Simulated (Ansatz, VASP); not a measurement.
**WC (Qusongite): VASP beside Ansatz**

Aim: how closely do two programs agree when they are given the same cell, functional and k mesh? The cell is taken from a series of runs on this material, whose earlier steps may have relaxed, scaled, displaced or heated it; both programs get it as it stands.

Program: Ansatz 0.2.0. Level of theory: plane waves, with VASP 6.6.1 beside it; zone-centre phonons at LDA. Results are calculated unless marked as measured.

## 1. The structure

Symmetry: P-6m2, No. 187, hexagonal system. Conventional cell: a = 2.798 Å, b = 2.798 Å, c = 2.749 Å, α = 90.00°, β = 90.00°, γ = 120.00°. Nearest to C lie 6 W at 2.12 Å. Nearest to W lie 6 C at 2.12 Å. Farther neighbours are not listed.

Coordinates:

```xyz
2
Lattice="2.7983 0.0000 0.0000 -1.3992 2.4234 0.0000 0.0000 0.0000 2.7486" Properties=species:S:1:pos:R:3 pbc="T T T"
C     1.3992    0.8078    1.3743
W    -1.3992    2.4234    2.7486
```

## 2. VASP: zone-centre phonons, LDA

Second derivatives magnify differences that forces hide, and they need a tight electronic threshold.

Lines of VASP's logs that name or quote its potential files are left out, and so is its time.

INCAR

```
SYSTEM = WC
PREC = Accurate
ENCUT = 600
EDIFF = 1E-08
NELM = 120
ISMEAR = 1
SIGMA = 0.2
LREAL = .FALSE.
ALGO = Normal
GGA = PW92
NBANDS = 11
LASPH = .TRUE.
LORBIT = 11
LWAVE = .FALSE.
LCHARG = .FALSE.
ISIF = 2
IBRION = 8
GGA_COMPAT = .FALSE.
KPAR = 2
```

POSCAR

```
WC
1.0
    2.7983216046      0.0000000000      0.0000000000
   -1.3991608023      2.4234175975      0.0000000000
    0.0000000000      0.0000000000      2.7485633135
C W
1 1
Direct
    0.6666666667      0.3333333333      0.5000000000
    0.0000000000      1.0000000000      1.0000000000
```

KPOINTS

```
Automatic mesh
0
Gamma
18 18 16
0 0 0
```

PAW data sets: C and W (LDA family, release 64).

Run with:

```sh
> mpirun -np 2 vasp_std
```

Numbers of over 12 decimals in the logs are rounded to 6 here.

The log of the run:

```text
[banner, memory and clock lines left out]
running    2 mpi-ranks, on    1 nodes
 distrk:  each k-point on    1 cores,    2 groups
 distr:  one band on    1 cores,    1 groups

 POSCAR found type information on POSCAR C W
 POSCAR found :  2 types and       2 ions
|                                                                             |
|               ----> ADVICE to this user running VASP <----                  |
|                                                                             |
|     You enforced a specific xc type in the INCAR file but a different       |
|     [... a line on the potential file left out ...]
|     I HOPE YOU KNOW WHAT YOU ARE DOING!                                     |
|                                                                             |

 LDA part: xc-table for (Slater(with rela. corr.)+PW92), standard interpolation
 POSCAR, INCAR and KPOINTS ok, starting setup
 FFT: planning ... GRIDC
 FFT: planning ... GRID_SOFT
 FFT: planning ... GRID
 WAVECAR not read
 entering main loop
       N       E                     dE             d eps       ncg     rms          rms(c)
DAV:   1     0.257285294881E+02    0.25729E+02   -0.56116E+03  7334   0.936E+02
DAV:   2    -0.259706578312E+02   -0.51699E+02   -0.49572E+02  8451   0.210E+02
DAV:   3    -0.277793770999E+02   -0.18087E+01   -0.17929E+01  9015   0.336E+01
DAV:   4    -0.277880126321E+02   -0.86355E-02   -0.86338E-02  8000   0.274E+00
DAV:   5    -0.277880396104E+02   -0.26978E-04   -0.26978E-04  8886   0.156E-01    0.407E+01
DAV:   6    -0.247433094198E+02    0.30447E+01   -0.12721E+01  8247   0.221E+01    0.140E+01
DAV:   7    -0.246586503567E+02    0.84659E-01   -0.58028E-01  7607   0.646E+00    0.943E+00
DAV:   8    -0.246134599514E+02    0.45190E-01   -0.68876E-02  8050   0.191E+00    0.242E+00
DAV:   9    -0.246073268280E+02    0.61331E-02   -0.14620E-02  8064   0.772E-01    0.126E-01
DAV:  10    -0.246073207015E+02    0.61265E-05   -0.58072E-04  8280   0.203E-01    0.143E-01
DAV:  11    -0.246073137040E+02    0.69975E-05   -0.41312E-05  8566   0.482E-02    0.757E-03
DAV:  12    -0.246073131111E+02    0.59294E-06   -0.18610E-06  8049   0.101E-02    0.866E-03
DAV:  13    -0.246073130919E+02    0.19175E-07   -0.22896E-07  8202   0.390E-03    0.683E-04
DAV:  14    -0.246073130917E+02    0.22146E-09   -0.42331E-09  4341   0.535E-04
   1 F= -.24607313E+02 E0= -.24607281E+02  d E =-.967724E-04
 Linear response reoptimize wavefunctions to high precision
DAV:   1    -0.246073130917E+02    0.59117E-11   -0.56363E-10  5141   0.237E-04
 Linear response DOF=           4
 Linear response progress:
  Degree of freedom:   1/  4
       N       E                     dE             d eps       ncg     rms          rms(c)
RMM:   1    -0.121478297083E+00   -0.12148E+00    0.31919E-02 75107   0.211E+00
RMM:   2    -0.117990938034E+00    0.34874E-02   -0.22867E-03 50670   0.447E-01    0.248E-01
RMM:   3    -0.118174454231E+00   -0.18352E-03   -0.59986E-04 47867   0.168E-01    0.130E-01
RMM:   4    -0.119082718643E+00   -0.90826E-03   -0.43187E-04 48249   0.136E-01    0.284E-02
RMM:   5    -0.119060740204E+00    0.21978E-04   -0.58753E-06 52723   0.210E-02    0.130E-03
RMM:   6    -0.119075933811E+00   -0.15194E-04   -0.28927E-07 53005   0.266E-03    0.615E-04
RMM:   7    -0.119072218219E+00    0.37156E-05   -0.25701E-08 53060   0.420E-04    0.786E-05
RMM:   8    -0.119072508321E+00   -0.29010E-06   -0.10653E-07 55421   0.908E-05    0.455E-05
RMM:   9    -0.119072365515E+00    0.14281E-06   -0.75230E-10 55638   0.234E-05    0.459E-06
RMM:  10    -0.119072342788E+00    0.22727E-07   -0.92744E-09 54158   0.793E-06    0.182E-06
RMM:  11    -0.119072339914E+00    0.28740E-08   -0.58607E-09 44387   0.520E-06    0.274E-07
 first order change of Fermi-energy   0.87006E-05
 force on displaced ion       1 direction 1 : -21.736   0.002   0.000
 Linear response progress:
  Degree of freedom:   2/  4
       N       E                     dE             d eps       ncg     rms          rms(c)
RMM:   1    -0.126533595671E+00   -0.12653E+00    0.42502E-02 26619   0.222E+00
RMM:   2    -0.123517634766E+00    0.30160E-02   -0.24733E-03 17969   0.473E-01    0.220E-01
RMM:   3    -0.123454165694E+00    0.63469E-04   -0.10386E-03 16895   0.214E-01    0.105E-01
RMM:   4    -0.124461947117E+00   -0.10078E-02   -0.67123E-04 17174   0.162E-01    0.228E-02
RMM:   5    -0.124483504399E+00   -0.21557E-04   -0.14177E-05 18467   0.282E-02    0.308E-03
RMM:   6    -0.124512189628E+00   -0.28685E-04   -0.67389E-07 18371   0.563E-03    0.521E-04
RMM:   7    -0.124511543395E+00    0.64623E-06   -0.28752E-08 18967   0.701E-04    0.107E-04
RMM:   8    -0.124511190847E+00    0.35255E-06   -0.18590E-08 19055   0.675E-05    0.332E-05
RMM:   9    -0.124511109529E+00    0.81318E-07   -0.25362E-09 19652   0.133E-05    0.899E-06
RMM:  10    -0.124511068299E+00    0.41230E-07   -0.31405E-09 19412   0.129E-05    0.621E-07
RMM:  11    -0.124511066454E+00    0.18455E-08   -0.77278E-09 17198   0.503E-06    0.407E-07
 first order change of Fermi-energy   0.20186E-03
 force on displaced ion       1 direction 3 :   0.000   0.000 -21.812
 Linear response progress:
  Degree of freedom:   3/  4
       N       E                     dE             d eps       ncg     rms          rms(c)
RMM:   1    -0.111932104256E+00   -0.11193E+00   -0.81999E-02 65315   0.195E+00
RMM:   2    -0.108871383823E+00    0.30607E-02   -0.18609E-03 49702   0.345E-01    0.226E-01
RMM:   3    -0.108004736507E+00    0.86665E-03   -0.30929E-04 52284   0.111E-01    0.133E-01
RMM:   4    -0.107656866998E+00    0.34787E-03   -0.47920E-04 52494   0.137E-01    0.202E-02
RMM:   5    -0.107682185411E+00   -0.25318E-04    0.50273E-08 54593   0.146E-02    0.371E-03
RMM:   6    -0.107686975650E+00   -0.47902E-05   -0.58731E-08 54371   0.152E-03    0.119E-03
RMM:   7    -0.107687802553E+00   -0.82690E-06   -0.93359E-08 54936   0.685E-04    0.131E-04
RMM:   8    -0.107687146226E+00    0.65633E-06   -0.25356E-07 56812   0.137E-04    0.196E-05
RMM:   9    -0.107687155860E+00   -0.96339E-08   -0.10413E-09 56571   0.294E-05    0.485E-06
 first order change of Fermi-energy  -0.63478E-04
 force on displaced ion       2 direction 1 : -21.742   0.002   0.000
 Linear response progress:
  Degree of freedom:   4/  4
       N       E                     dE             d eps       ncg     rms          rms(c)
RMM:   1    -0.117746603789E+00   -0.11775E+00   -0.87085E-02 23824   0.200E+00
RMM:   2    -0.114149067139E+00    0.35975E-02   -0.21998E-03 17583   0.393E-01    0.182E-01
RMM:   3    -0.113563740091E+00    0.58533E-03   -0.21666E-04 18414   0.103E-01    0.101E-01
RMM:   4    -0.113544483247E+00    0.19257E-04   -0.34030E-04 18321   0.125E-01    0.139E-02
RMM:   5    -0.113563237121E+00   -0.18754E-04   -0.31175E-06 19245   0.135E-02    0.445E-03
RMM:   6    -0.113575815292E+00   -0.12578E-04    0.95558E-08 19143   0.158E-03    0.132E-03
RMM:   7    -0.113578544033E+00   -0.27287E-05    0.18975E-08 19185   0.684E-04    0.163E-04
RMM:   8    -0.113578362656E+00    0.18138E-06   -0.72382E-09 19768   0.823E-05    0.662E-05
RMM:   9    -0.113578053588E+00    0.30907E-06   -0.99329E-11 19893   0.385E-05    0.311E-06
RMM:  10    -0.113578046404E+00    0.71839E-08    0.10266E-09 20122   0.105E-05    0.153E-06
 first order change of Fermi-energy  -0.55084E-03
 force on displaced ion       2 direction 3 :  -0.000  -0.000 -21.809
 Linear response finished
```

OUTCAR, selected parts (step 2):

```text
ion  position               nearest neighbor table
   1  0.667  0.333  0.500-   2 2.12   2 2.12   2 2.12   2 2.12   2 2.12   2 2.12
   2  0.000  0.000  0.000-   1 2.12   1 2.12   1 2.12   1 2.12   1 2.12   1 2.12

  LATTYP: Found a hexagonal cell.
 ALAT       =     2.7983216046
 C/A-ratio  =     0.9822185231

 Subroutine GETGRP returns: Found 12 space group operations
 (whereof 12 operations were pure point group operations)

The static configuration has the point symmetry D_3h.

 Found    333 irreducible k-points:

   k-points           NKPTS =    333   k-points in BZ     NKDIM =    333   number of bands    NBANDS=     11

   dimension x,y,z NGX =    24 NGY =   24 NGZ =   24
   dimension x,y,z NGXF=    48 NGYF=   48 NGZF=   48

   ENCUT  =  600.0 eV  44.10 Ry    6.64 a.u.   5.59  5.59  5.49*2*pi/ulx,y,z

   NELECT =      10.0000    total number of electrons

 k-points in reciprocal lattice and weights: Automatic mesh
   0.00000000  0.00000000  0.00000000       0.000
   0.05555556  0.00000000  0.00000000       0.001
   0.11111111  0.00000000  0.00000000       0.001
   0.16666667  0.00000000  0.00000000       0.001
   0.22222222  0.00000000  0.00000000       0.001
   0.27777778  0.00000000  0.00000000       0.001
   0.33333333  0.00000000  0.00000000       0.001
   0.38888889  0.00000000  0.00000000       0.001
   0.44444444  0.00000000  0.00000000       0.001
[...]
0.33333333  0.27777778  0.50000000       0.002
   0.33333333  0.33333333  0.50000000       0.000

 average (electrostatic) potential at core
       1 -48.8203       2 -35.8689

  Total        5.0346044      5.0346044      5.1408243      0.0000000      0.0000000      0.0000000
  in kB      432.7572069    432.7572069    441.8874964      0.0000000      0.0000000      0.0000000
  external PRESSURE =     435.8006367 kB  Pullay stress =       0.0000000 kB

  energy-cutoff  :      600.00
  volume of cell :       18.64
      direct lattice vectors                 reciprocal lattice vectors
     2.798321605  0.000000000  0.000000000     0.357357067  0.206320199  0.000000000
    -1.399160802  2.423417597  0.000000000     0.000000000  0.412640397  0.000000000
     0.000000000  0.000000000  2.748563314     0.000000000  0.000000000  0.363826438

 POSITION                                       TOTAL-FORCE (eV/Angst)
 -----------------------------------------------------------------------------------
      1.39916      0.80781      1.37428         0.000000      0.000000      0.000000
      0.00000      0.00000      0.00000        -0.000000      0.000000      0.000000
 -----------------------------------------------------------------------------------
    total drift:                               -0.000000      0.000000      0.000000

 Eigenvectors and eigenvalues of the dynamical matrix
 ----------------------------------------------------

   1 f  =   21.744433 THz   136.624304 2PiTHz  725.316223 cm-1    89.927710 meV
             X         Y         Z           dx          dy          dz
      1.399161  0.807806  1.374282    -0.000000    0.000000    0.968857
      0.000000  0.000000  0.000000     0.000000    0.000000   -0.247622

   2 f  =   21.706968 THz   136.388902 2PiTHz  724.066513 cm-1    89.772766 meV
             X         Y         Z           dx          dy          dz
      1.399161  0.807806  1.374282    -0.968845    0.000000    0.000000
      0.000000  0.000000  0.000000     0.247669   -0.000000    0.000000

   3 f  =   21.706968 THz   136.388902 2PiTHz  724.066513 cm-1    89.772766 meV
             X         Y         Z           dx          dy          dz
      1.399161  0.807806  1.374282    -0.000000   -0.968845    0.000000
      0.000000  0.000000  0.000000     0.000000    0.247669    0.000000

   4 f/i=    0.000335 THz     0.002108 2PiTHz    0.011190 cm-1     0.001387 meV
             X         Y         Z           dx          dy          dz
      1.399161  0.807806  1.374282    -0.000000    0.000000    0.247622
      0.000000  0.000000  0.000000     0.000000    0.000000    0.968857

   5 f/i=    0.000710 THz     0.004461 2PiTHz    0.023685 cm-1     0.002937 meV
             X         Y         Z           dx          dy          dz
      1.399161  0.807806  1.374282     0.247669    0.000000    0.000000
      0.000000  0.000000  0.000000     0.968845    0.000000    0.000000

   6 f/i=    0.000710 THz     0.004461 2PiTHz    0.023685 cm-1     0.002937 meV
             X         Y         Z           dx          dy          dz
      1.399161  0.807806  1.374282     0.000000   -0.247669    0.000000
      0.000000  0.000000  0.000000     0.000000   -0.968845    0.000000

 ELASTIC MODULI CONTR FROM IONIC RELAXATION (kBar)
 Direction    XX          YY          ZZ          XY          YZ          ZX
 --------------------------------------------------------------------------------
 XX        -382.2352    382.2352      0.0000      0.0000      0.0000      0.0000
 YY         382.2352   -382.2352      0.0000     -0.0000      0.0000      0.0000
 ZZ           0.0000      0.0000      0.0000      0.0000      0.0000      0.0000
 XY           0.0000     -0.0000      0.0000   -382.2352      0.0000      0.0000
 YZ           0.0000      0.0000      0.0000      0.0000      0.0000      0.0000
 ZX           0.0000      0.0000      0.0000      0.0000      0.0000      0.0000
 --------------------------------------------------------------------------------
```

(Continued in part 2 of 2.)

[Lines on the potential files, build, host, timing and source positions are cut from VASP's logs without a mark.]

[Logs are printed without paths, hosts, clocks, repeated set-up lines and the standing remarks that a program may print on its own settings, such as how far it seeks lower states.]

[Hosts, paths, dates, database ids (printed as entryN), source tags and the programs' standing remarks are cut or masked in the printed files.]
